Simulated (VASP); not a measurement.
# CF4 in VASP: notebook, part 2 of 2

VASP 6.6.1.

## Step 4: Single point, PBE+D3(BJ)

INCAR

```
PREC = Accurate ; ENCUT = 520
EDIFF = 1E-6 ; ISMEAR = -1
SIGMA = 0.05 ; LREAL = Auto
LASPH = T ; NELM = 80
ALGO = Normal ; ISIF = 2
LWAVE = F ; LCHARG = F
GGA = PE ; IVDW = 12
NBANDS = 154
```

KPOINTS

```
regular mesh
0
Gamma
  1 1 1
```

POSCAR

```
CF4
1.0
    8.9958830000      0.0000000000      0.0000000000
    0.0000000000      8.9958830000      0.0000000000
    0.0000000000      0.0000000000      8.9958830000
C F
8 32
Direct
    0.3306290222      0.5461720656      0.1737461459
    0.8092368476      0.6806891553      0.5556208323
    0.4052631632      0.9982121822      0.9169750207
    0.8009108166      0.6339788990      0.0479886188
    0.3860210276      0.5055201363      0.6754423107
    0.9015568566      0.2489472129      0.8535793540
   -0.0663414586      0.0927313083      0.4148453242
    0.4281291786      1.0339618690      0.4374556672
    0.4442365469      0.6046766060      0.2429444669
    0.2593408563      0.4394676987      0.2402432313
    0.2447008259      0.6687837092      0.1575498481
    0.3561518086      0.4948152394      0.0392290562
    0.8912299104      0.7271437390      0.6598574037
    0.7547341378      0.5473726148      0.5696828205
    0.6766650922      0.7637382567      0.5499071075
    0.8753893309      0.7061230120      0.4228267531
    0.4953377006      0.9848282820      1.0378303053
    0.2623311130      0.9858843206      0.9519021090
    0.4244941825      1.1384318805      0.8669299056
    0.4347099668      0.8940423080      0.8107486502
    0.7499097087      0.5379571966      0.1438658106
    0.8928306426      0.5662812644     -0.0502896714
    0.6904491755      0.7043333045     -0.0352494580
    0.8761007674      0.7373039423      0.1261688263
    0.4897240215      0.5611011170      0.7575354193
    0.2733361472      0.4470822931      0.7478198638
    0.3345308070      0.6166709816      0.5851676817
    0.4375334806      0.3846426193      0.5818995200
    1.0335728021      0.2783495517      0.8047347881
    0.8662518176      0.1120512572      0.8216202901
    0.9010010468      0.2527600681      1.0018138297
    0.7987542746      0.3406002501      0.8004995174
    0.0078369183      0.1822055711      0.5044307490
   -0.1620296751      0.0164297379      0.4944372887
   -0.1386856632      0.1734571248      0.3132988724
    0.0366612149      0.0087817950      0.3438350632
    0.5354449363      1.0925108741      0.5134015193
    0.3140103089      0.9781585643      0.5260295182
    0.3742045111      1.1286273954      0.3467586228
    0.4760622165      0.9155632638      0.3635440790
```

Started as:

```
cat potpaw_PBE.64/C/POTCAR potpaw_PBE.64/F/POTCAR > POTCAR
mpirun -np 1 vasp_gam > vasp.out
```

Wall time 2.5 min (1 thread of AMD EPYC 7R13 (Zen 3), shared host); peak memory 0.6 GiB.

The run converged. Its results:

| Quantity | Value |
| --- | --- |
| Free energy | -204.1218 eV |
| Pressure | 2.3 GPa |
| Largest force | 5.235 eV/Å |
| Band gap on the k mesh | 8.22 eV, direct |
| Dispersion energy per atom | -0.029 eV |

Forces in eV/Å, atoms in the order of the input:
```
C   -1.472  2.183 -1.070
C   -3.757  1.960 -3.073
C    0.237  0.437 -0.171
C    0.435  1.530 -1.164
C   -0.789 -1.168 -3.422
C   -0.971 -0.408  1.400
C    0.942  0.368 -0.905
C   -1.349 -2.896  1.004
F    2.222 -1.130  0.998
F   -0.561 -1.037  2.013
F   -1.693  0.343 -0.276
F    1.462 -0.360 -1.524
F    1.872  0.422  2.451
F    0.935 -2.328  0.228
F    0.650  0.539  0.308
F    0.355 -0.765  0.163
F   -0.485 -0.586 -0.607
F   -0.496 -0.401  0.633
F    0.358 -0.160 -0.589
F    0.400  0.728  0.779
F   -1.019 -0.985  0.328
F   -0.068  0.365  0.361
F    0.774 -0.834  1.063
F    0.033  0.231 -0.534
F    1.091 -0.150  0.985
F   -0.454  0.005  0.940
F    0.179 -0.604  0.132
F   -0.067  1.971  1.235
F    1.832  0.900 -0.930
F   -0.683 -2.277 -1.322
F    0.097  0.836  1.397
F   -0.403  0.565 -0.555
F    0.620  1.046  0.911
F   -0.503 -0.968  0.237
F   -0.434  0.226 -0.425
F   -0.548 -0.522  0.068
F    1.204  0.649  1.482
F    0.598  0.815  0.186
F   -1.342  2.326 -1.971
F    0.799 -0.864 -0.763
```

Stress tensor (GPa, compression positive):
```
 2.18  0.62  0.28
 0.62  2.09 -0.39
 0.28 -0.39  2.62
```

Levels at points of the mesh, in eV from the valence-band top:
```
           k point  band 126  band 127  band 128  band 129  band 130  band 131
(0.00, 0.00, 0.00)     -0.18     -0.11      0.00      8.22      9.94     10.03
```

Expect the measured gap to be larger: semilocal functionals such as PBE lack the derivative discontinuity.

## Step 5: Single point, PBE+D3(BJ)

INCAR

```
SYSTEM = CF4
ALGO = Normal ; EDIFF = 1E-6
ENCUT = 520 ; GGA = PE
ISIF = 2 ; ISMEAR = -1
IVDW = 12 ; LASPH = .TRUE.
LCHARG = .FALSE. ; LREAL = Auto
LWAVE = .FALSE. ; NBANDS = 154
NELM = 100 ; PREC = Accurate
SIGMA = 0.05
```

KPOINTS

```
k-points
0
G
  1 1 1
  0 0 0
```

POSCAR

```
CF4
1.0
    8.9958830000      0.0000000000      0.0000000000
    0.0000000000      8.9958830000      0.0000000000
    0.0000000000      0.0000000000      8.9958830000
C F
8 32
Direct
    0.2880873395      0.5541868430      0.1889308698
    0.7863263673      0.6889040242      0.5518079770
    0.4001719453      1.0141639237      0.8938422165
    0.7841253605      0.6421826518      0.0702321273
    0.4076642615      0.5134348679      0.6520871825
    0.9010455116      0.2461681638      0.9053919443
   -0.0518570551      0.0971777868      0.3929908826
    0.4650349499      1.0679551968      0.4247053902
    0.3435571583      0.6077891409      0.3120649746
    0.1978127105      0.4434917617      0.2257699439
    0.2213901626      0.6646151356      0.1232119182
    0.4012613325      0.5048086997      0.0908193226
    0.8798913903      0.7457633675      0.6500640348
    0.7612371126      0.5469390831      0.5764970487
    0.6627031499      0.7699299780      0.5629686380
    0.8566251918      0.6984639529      0.4152788559
    0.4917138206      0.9836499652      1.0107957162
    0.2555724658      1.0385639742      0.9451768103
    0.4696370551      1.1267598745      0.8261112333
    0.3781841093      0.8935309630      0.8136499774
    0.7341358264      0.5389576543      0.1645641679
    0.8630281208      0.5873686885     -0.0415968060
    0.6611913472      0.7174281835      0.0269678919
    0.8625834729      0.7472195892      0.1397305856
    0.5096998260      0.5899031813      0.7239422745
    0.3422454472      0.4086869516      0.7340024320
    0.2996037187      0.6122467355      0.6077891409
    0.4745059490      0.4515621201      0.5290086587
    0.9971116788      0.3167337770      0.8189412868
    0.9040802331      0.0939207413      0.8973882831
    0.9487895741      0.2755149217      1.0427547802
    0.7695409111      0.2961243493      0.8739775740
    0.0360164755      0.2092179278      0.4541633100
   -0.1152527217      0.0262786877      0.4932478557
   -0.1513025458      0.1670208472      0.3041168944
    0.0363388452      0.0077591049      0.3136101259
    0.5812881292      1.1301947791      0.4992394854
    0.3559517170      1.0244352889      0.5170587479
    0.4207702568      1.1779054930      0.3337193247
    0.5193042195      0.9543143236      0.3596756427
```

Started as:

```
cat potpaw_PBE.64/C/POTCAR potpaw_PBE.64/F/POTCAR > POTCAR
mpirun -np 1 vasp_gam > vasp.out
```

Run time: 2.5 min. Hardware: 1 thread of AMD EPYC 7R13 (Zen 3), shared host; peak memory 0.6 GiB.

Results (log left out):

- Free energy: -204.1619 eV
- Pressure: 1.5 GPa
- Largest force: 4.860 eV/Å
- Band gap on the k mesh: 8.47 eV, direct
- Dispersion energy per atom: -0.029 eV

Forces in eV/Å, atoms in the order of the input:
```
C    1.544 -0.717 -0.898
C    1.260  0.524 -0.914
C   -0.694 -0.498  2.050
C   -1.302  1.615  0.722
C   -0.752  0.452 -1.661
C    1.714 -1.117  0.997
C    2.334  3.442 -2.516
C    0.563  2.427  1.491
F    1.378  0.306  1.223
F   -0.385 -0.576 -0.567
F   -1.413  0.930 -1.330
F   -1.216  0.136  1.307
F    0.909  0.044  0.999
F   -0.233 -0.800  0.285
F   -0.455 -0.019 -0.879
F   -1.022  0.270  0.690
F   -0.628 -0.260  0.079
F    1.400  1.367 -0.052
F   -1.172 -0.008 -0.663
F    1.069 -0.589 -1.314
F    0.706 -0.746  0.045
F   -0.147 -0.335 -0.205
F   -0.423 -0.306 -1.264
F    1.215 -0.102  0.434
F    0.288 -0.062  1.071
F    0.331 -0.095  0.126
F    0.454 -0.612  0.083
F   -0.723  0.114  0.866
F    0.852 -0.313 -1.530
F   -0.045  0.578 -0.917
F   -0.559  0.485  1.217
F   -1.911  0.275  0.062
F   -0.312 -0.630 -0.208
F   -2.155 -2.282  3.389
F   -0.020 -0.317 -0.098
F    0.228 -0.185 -0.493
F   -0.083  0.109  1.099
F   -0.160  0.391 -0.011
F   -0.846 -0.489 -0.552
F    0.414 -2.405 -2.163
```

Stress tensor (GPa, compression positive):
```
 0.53 -0.15  1.07
-0.15  1.08 -0.10
 1.07 -0.10  2.83
```

Levels at points of the mesh, in eV from the valence-band top:
```csv
k point,band 126,band 127,band 128,band 129,band 130,band 131
"(0.00, 0.00, 0.00)",-0.04,-0.02,0.00,8.47,10.24,10.36
```

Caveat: the standard files for N, O and F lose accuracy on very short bonds.

## Step 6: Single point, PBE+D3(BJ)

INCAR

```
ALGO     = Normal         # electronic algorithm
EDIFF    = 1E-7           # SCF threshold, eV
ENCUT    = 520            # plane-wave cutoff, eV
GGA      = PE             # functional
ISIF     = 2              # what is computed and relaxed
ISMEAR   = -1             # smearing method
IVDW     = 12             # dispersion correction
LASPH    = T              # aspherical terms in the spheres
LCHARG   = F              # write CHGCAR
LREAL    = Auto         
LWAVE    = F              # write WAVECAR
NBANDS   = 154            # bands
NELM     = 60             # most SCF steps
PREC     = Accurate       # precision mode
SIGMA    = 0.05           # smearing width, eV
```

KPOINTS

```
k-points
0
Gamma
  1 1 1
```

POSCAR

```
CF4
1.0
    8.9958830000      0.0000000000      0.0000000000
    0.0000000000      8.9958830000      0.0000000000
    0.0000000000      0.0000000000      8.9958830000
C F
8 32
Direct
    0.2862642833      0.5705054190      0.2028928122
    0.8243215257      0.6973301009      0.5979290749
    0.3876551085      1.0003131432      0.9022460608
    0.7989543661      0.6291322375      0.0751899508
    0.3701470995      0.5046530730      0.6336454131
    0.8896958753      0.2043045691      0.9334936882
   -0.0613502866      0.1202327776      0.4045183780
    0.4899574617      1.0737689674      0.3973817801
    0.3548956784      0.6773431802      0.2776603475
    0.1594840662      0.5301536269      0.2718243445
    0.2486693079      0.6152814571      0.0702765921
    0.3884554746      0.4560975282      0.1912208062
    0.9256234213      0.7511324903      0.6964963862
    0.8093146609      0.5434597137      0.6159706612
    0.6915052141      0.7597475423      0.6230961430
    0.8545019983      0.7069344944      0.4524514158
    0.4892126765      0.9642077381      1.0060824490
    0.2751703196      1.0392976432      0.9900417780
    0.4228489855      1.1187450971      0.8178074348
    0.3375544124      0.8994225470      0.8105040939
    0.7876603108      0.5661589863      0.2090623011
    0.8498665445      0.5330771865     -0.0199424559
    0.6614692521      0.6810671059      0.0301360078
    0.8893290409      0.7502320784      0.0710769582
    0.4877342224      0.5070764037      0.7220302887
    0.2784829460      0.3934688790      0.6728188884
    0.2949571487      0.6323892830      0.6333897406
    0.4305858580      0.4653573196      0.5036637315
    0.9272575021      0.2790721044      0.8165624208
    0.8966768465      0.0563257659      0.9133956055
    0.9667422309      0.2499143219      1.0503916069
    0.7387045830      0.2318838518      0.9588163830
    0.0529130937      0.1881527361      0.4594212708
   -0.1216000697      0.0376505564      0.5031523865
   -0.1564159961      0.2167991736      0.3432792534
    0.0007336689      0.0288576452      0.3015157045
    0.5738625102      1.1245255191      0.5134015193
    0.3676904202      1.0225455356      0.4545079121
    0.4643457457      1.1917006924      0.3181455339
    0.5629019408      0.9641521572      0.3233367975
```

Potentials or basis: VASP PAW PBE potentials, release 64 (C, F).

Started as:

```
cat potpaw_PBE.64/C/POTCAR potpaw_PBE.64/F/POTCAR > POTCAR
mpirun -np 1 vasp_gam > vasp.out
```

Wall time 3.6 min (1 thread of AMD EPYC 7R13 (Zen 3), shared host); peak memory 0.61 GiB.

It converged, with:

- Free energy: -204.3592 eV
- Pressure: 1.6 GPa
- Largest force: 3.266 eV/Å
- Band gap on the k mesh: 8.40 eV, direct
- Dispersion energy per atom: -0.028 eV

Forces on the atoms (eV/Å):
```
C    0.919 -1.138  0.552
C   -0.834 -2.333  0.063
C   -1.010  1.893  1.241
C   -1.102  1.878 -0.185
C    0.520 -1.432 -0.171
C   -2.865 -0.614  1.076
C    1.253 -0.285 -2.382
C    1.761  0.107  1.441
F   -0.006  0.780  0.464
F    0.360 -0.444  0.448
F   -0.139  0.578 -1.696
F   -1.183  0.341  0.041
F   -0.466 -0.278 -1.296
F    0.292  1.074  0.787
F    0.144  0.330  0.241
F    0.944  1.255  0.333
F    1.384 -0.791 -1.441
F   -2.018  0.768  0.566
F    1.034  0.135  0.217
F    0.580 -1.965 -0.561
F    0.085  0.318  0.015
F    0.402 -1.162 -1.111
F    0.498 -0.636  0.387
F    0.055 -0.322  0.766
F    0.304  0.713  1.725
F   -0.547 -0.026  0.422
F    0.231  0.124 -0.275
F   -0.545  0.560 -1.529
F    0.904  0.564 -1.683
F    0.780  0.053 -0.046
F    0.479 -0.227  0.396
F    0.768  0.065  0.145
F    1.732  2.197  1.548
F   -1.957 -1.399  2.209
F   -0.298 -0.036 -0.090
F   -0.632 -0.445 -1.223
F    0.632 -0.567  0.193
F   -1.867 -1.107  0.355
F   -0.414  0.901 -2.002
F   -0.178  0.573  0.058
```

Stress tensor (GPa, compression positive):
```
 0.99  0.98 -0.57
 0.98  1.05 -0.40
-0.57 -0.40  2.70
```

Levels at points of the mesh, in eV from the valence-band top:
```
           k point  band 126  band 127  band 128  band 129  band 130  band 131
(0.00, 0.00, 0.00)     -0.09     -0.02      0.00      8.40     10.21     10.28
```

Expect the measured gap to be larger: semilocal functionals such as PBE lack the derivative discontinuity.
